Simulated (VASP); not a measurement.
Data:

```yaml
crystal:
  lattice:
    - [4.20565, 0.00000, 0.00000]
    - [0.00000, 4.20565, 0.00000]
    - [0.00000, 0.00000, 4.20565]
  atoms:
    - { symbol: Cs, position: [0.00000, 0.00000, 0.00000] }
    - { symbol: Cl, position: [0.50000, 0.50000, 0.50000] }
```

These are PBE GGA with D3 dispersion (zero damping), VASP's PBE PAW potentials (set 64) (plane waves; VASP) values and carry that method's errors. Run with 520 eV cut-off, 6×6×6 Γ-centred mesh, Gaussian smearing of 0.050 eV, potentials Cs_sv Cl.

Give the energy at these volumes per atom, relative to the lowest: 34.93, 36.05, 37.16, 38.28, 39.39 Å³.

7.5, 1.8, 0.0, 1.5, 5.7 meV/atom. A third-order Birch-Murnaghan fit gives B0 = 15.6 GPa and B0′ = 4.2.

The compound is CsCl in the CsCl type structure. It was relaxed first, which changed the volume by +6 %.
